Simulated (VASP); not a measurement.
Level of theory: PBE GGA, VASP's PBE PAW potentials (set 64) (plane waves; VASP).

The input files of a VASP run:

**KPOINTS**
```
Automatic mesh
0
Gamma
10 10 10
0 0 0
```

File POSCAR:
```
NiSi2
1
    0.0000000000     2.7265216237     2.7265216237
    2.7265216237     0.0000000000     2.7265216237
    2.7265216237     2.7265216237     0.0000000000
Si Ni
2 1
Direct
  0.2500000000   0.2500000000   0.2500000000
  0.7500000000   0.7500000000   0.7500000000
  0.0000000000   0.0000000000   0.0000000000
```

INCAR:
```
ALGO = Normal
EDIFF = 1E-7
ENCUT = 520
GGA = PE
ISIF = 2
ISMEAR = 1
LASPH = .True.
LCHARG = .False.
LMAXMIX = 4
LREAL = .False.
LWAVE = .False.
NELM = 100
PREC = Accurate
SIGMA = 0.1
SYSTEM = NiSi2
```

POTCAR, in this order: Si Ni (PBE.64 set). Program: vasp_std.

Output

### OUTCAR
```
 ion  position               nearest neighbor table
   1  0.250  0.250  0.250-   3 2.36   3 2.36   3 2.36   3 2.36   2 2.73   2 2.73   2 2.73   2 2.73
                             2 2.73   2 2.73
   2  0.750  0.750  0.750-   3 2.36   3 2.36   3 2.36   3 2.36   1 2.73   1 2.73   1 2.73   1 2.73
                             1 2.73   1 2.73
   3  0.000  0.000  0.000-   2 2.36   2 2.36   2 2.36   1 2.36   2 2.36   1 2.36   1 2.36   1 2.36
  LATTYP: Found a face centered cubic cell.
 ALAT       =     5.4530432474
 Subroutine PRICEL returns:
 Original cell was already a primitive cell.
 Subroutine GETGRP returns: Found 48 space group operations
The static configuration has the point symmetry O_h .
The dynamic configuration has the point symmetry O_h .
 Subroutine INISYM returns: Found 48 space group operations
 Subroutine IBZKPT returns following result:
 Found     47 irreducible k-points:

 Following reciprocal coordinates:
            Coordinates               Weight
  0.000000  0.000000  0.000000      1.000000
  0.100000  0.000000  0.000000      8.000000
  0.200000  0.000000  0.000000      8.000000
  0.300000  0.000000  0.000000      8.000000
  0.400000  0.000000  0.000000      8.000000
  0.500000  0.000000  0.000000      4.000000
  0.100000  0.100000  0.000000      6.000000
  0.200000  0.100000  0.000000     24.000000
  0.300000  0.100000  0.000000     24.000000
  0.400000  0.100000  0.000000     24.000000
  0.500000  0.100000  0.000000     24.000000
 -0.400000  0.100000  0.000000     24.000000
 -0.300000  0.100000  0.000000     24.000000
 -0.200000  0.100000  0.000000     24.000000
 -0.100000  0.100000  0.000000     12.000000
  0.200000  0.200000  0.000000      6.000000
  0.300000  0.200000  0.000000     24.000000
  0.400000  0.200000  0.000000     24.000000
  0.500000  0.200000  0.000000     24.000000
 -0.400000  0.200000  0.000000     24.000000
 -0.300000  0.200000  0.000000     24.000000
 -0.200000  0.200000  0.000000     12.000000
  0.300000  0.300000  0.000000      6.000000
  0.400000  0.300000  0.000000     24.000000
  0.500000  0.300000  0.000000     24.000000
 -0.400000  0.300000  0.000000     24.000000
 -0.300000  0.300000  0.000000     12.000000
  0.400000  0.400000  0.000000      6.000000
  0.500000  0.400000  0.000000     24.000000
 -0.400000  0.400000  0.000000     12.000000
  0.500000  0.500000  0.000000      3.000000
  0.300000  0.200000  0.100000     24.000000
  0.400000  0.200000  0.100000     48.000000
  0.500000  0.200000  0.100000     48.000000
 -0.400000  0.200000  0.100000     24.000000
  0.400000  0.300000  0.100000     24.000000
  0.500000  0.300000  0.100000     48.000000
 -0.400000  0.300000  0.100000     48.000000
 -0.300000  0.300000  0.100000     48.000000
 -0.200000  0.300000  0.100000     24.000000
   k-points           NKPTS =     47   k-points in BZ     NKDIM =     47   number of bands    NBANDS=     13
   number of dos      NEDOS =    301   number of ions     NIONS =      3
   total plane-waves  NPLWV =  27000
   dimension x,y,z NGX =    30 NGY =   30 NGZ =   30
   dimension x,y,z NGXF=    60 NGYF=   60 NGZF=   60
   ions per type =               2   1
   PREC   = accura    normal or accurate (medium, high low for compatibility)
   ISTART =      0    job   : 0-new  1-cont  2-samecut
   ICHARG =      2    charge: 1-file 2-atom 10-const
   ISPIN  =      1    spin polarized calculation?
   LNONCOLLINEAR =      F non collinear calculations
   LSORBIT =      F    spin-orbit coupling
   INIWAV =      1    electr: 0-lowe 1-rand  2-diag
   ENCUT  =  520.0 eV  38.22 Ry    6.18 a.u.   7.17  7.17  7.17*2*pi/ulx,y,z
   NELM   =    100;   NELMIN=  2; NELMDL= -5     # of ELM steps
   EDIFF  = 0.1E-06   stopping-criterion for ELM
...
```

OSZICAR:
```
       N       E                     dE             d eps       ncg     rms          rms(c)
DAV:   1     0.703017769601E+02    0.70302E+02   -0.79352E+03  1230   0.141E+03
DAV:   2    -0.149032901494E+02   -0.85205E+02   -0.79969E+02  1257   0.250E+02
DAV:   3    -0.192821264747E+02   -0.43788E+01   -0.42323E+01  1628   0.626E+01
DAV:   4    -0.193698549846E+02   -0.87729E-01   -0.87595E-01  1412   0.842E+00
DAV:   5    -0.193723929662E+02   -0.25380E-02   -0.25370E-02  1628   0.147E+00    0.163E+01
DAV:   6    -0.243837104410E+02   -0.50113E+01   -0.56035E+01  1315   0.184E+02    0.258E+01
DAV:   7    -0.175021306629E+02    0.68816E+01   -0.16093E+01  1457   0.115E+02    0.416E+00
DAV:   8    -0.174121280728E+02    0.90003E-01   -0.23516E+00  1774   0.265E+01    0.260E+00
DAV:   9    -0.173702712450E+02    0.41857E-01   -0.29476E-01  1527   0.110E+01    0.652E-01
DAV:  10    -0.173681757726E+02    0.20955E-02   -0.11788E-02  1626   0.234E+00    0.285E-01
DAV:  11    -0.173683233241E+02   -0.14755E-03   -0.11568E-03  1466   0.270E-01    0.509E-02
DAV:  12    -0.173683592710E+02   -0.35947E-04   -0.40426E-05  1500   0.606E-02    0.216E-02
DAV:  13    -0.173683608617E+02   -0.15906E-05   -0.22196E-05  1478   0.953E-02    0.817E-03
DAV:  14    -0.173683610095E+02   -0.14786E-06   -0.20508E-06  1576   0.129E-02    0.485E-03
DAV:  15    -0.173683610161E+02   -0.65434E-08   -0.54490E-07  1565   0.173E-02
   1 F= -.17368361E+02 E0= -.17368026E+02  d E =-.100479E-02
```

File OUTCAR:
```
------------------------ aborting loop because EDIFF is reached ----------------------------------------
  FORCE on cell =-STRESS in cart. coord.  units (eV):
  Direction    XX          YY          ZZ          XY          YZ          ZX
  --------------------------------------------------------------------------------------
  Total       -0.1950098     -0.1950098     -0.1950098     -0.0000000     -0.0000000      0.0000000
  in kB       -7.7074388     -7.7074388     -7.7074388     -0.0000000     -0.0000000      0.0000000
  external PRESSURE =      -7.7074388 kB  Pullay stress =       0.0000000 kB
  volume of cell :       40.54
      direct lattice vectors                 reciprocal lattice vectors
     0.000000000  2.726521624  2.726521624    -0.183383838  0.183383838  0.183383838
     2.726521624  0.000000000  2.726521624     0.183383838 -0.183383838  0.183383838
     2.726521624  2.726521624  0.000000000     0.183383838  0.183383838 -0.183383838
 POSITION                                       TOTAL-FORCE (eV/Angst)
 -----------------------------------------------------------------------------------
      1.36326      1.36326      1.36326         0.000000     -0.000000     -0.000000
      4.08978      4.08978      4.08978         0.000000      0.000000      0.000000
      0.00000      0.00000      0.00000        -0.000000     -0.000000     -0.000000
 -----------------------------------------------------------------------------------
    total drift:                                0.000000     -0.000000     -0.000000
  FREE ENERGIE OF THE ION-ELECTRON SYSTEM (eV)
  ---------------------------------------------------
  free  energy   TOTEN  =       -17.3683610161 eV

  energy  without entropy=      -17.3673562307  energy(sigma->0) =      -17.36802609
```
(Selected blocks of OUTCAR.)

OUTCAR:
```
 val. band max:        9.9744307606   @ k =   0.3000   0.2000   0.0000

 cond. band min:      10.0167841038   @ k =   0.2000   0.1000   0.0000


 Fermi energy:        10.0146632134

 k-point     1 :       0.0000    0.0000    0.0000
  band No.  band energies     occupation
      1      -3.5333      2.00000
      2       5.0299      2.00000
      3       5.0299      2.00000
      4       5.0299      2.00000
      5       6.6893      2.00000
      6       6.6893      2.00000
      7       9.5718      2.00000
      8      11.7294     -0.00000
      9      11.7294     -0.00000
     10      11.7294     -0.00000
     11      12.3992      0.00000
     12      12.3992      0.00000
     13      12.3992      0.00000

 k-point     2 :       0.1000    0.0000    0.0000
  band No.  band energies     occupation
      1      -3.3880      2.00000
      2       4.7189      2.00000
      3       5.0758      2.00000
      4       5.0758      2.00000
      5       6.6633      2.00000
      6       6.6633      2.00000
      7       9.3894      2.00000
      8      10.6635     -0.00000
      9      11.1388     -0.00000
     10      11.1388     -0.00000
     11      12.9467      0.00000
     12      12.9467      0.00000
     13      13.7662      0.00000

 k-point     3 :       0.2000    0.0000    0.0000
  band No.  band energies     occupation
      1      -2.9556      2.00000
      2       3.8784      2.00000
      3       5.1963      2.00000
      4       5.1963      2.00000
      5       6.6175      2.00000
      6       6.6175      2.00000
      7       8.2524      2.00000
      8      10.3623     -0.00001
      9      10.3623     -0.00001
     10      10.7908     -0.00000
     11      12.7840      0.00000
     12      12.7840      0.00000
     13      13.7642      0.00000

 k-point     4 :       0.3000    0.0000    0.0000
  band No.  band energies     occupation
      1      -2.2479      2.00000
      2       2.6729      2.00000
      3       5.3359      2.00000
...
```

The compound is NiSi2 in the fluorite structure. It was relaxed first. The run is not spin-polarised, so no magnetic state was tried.
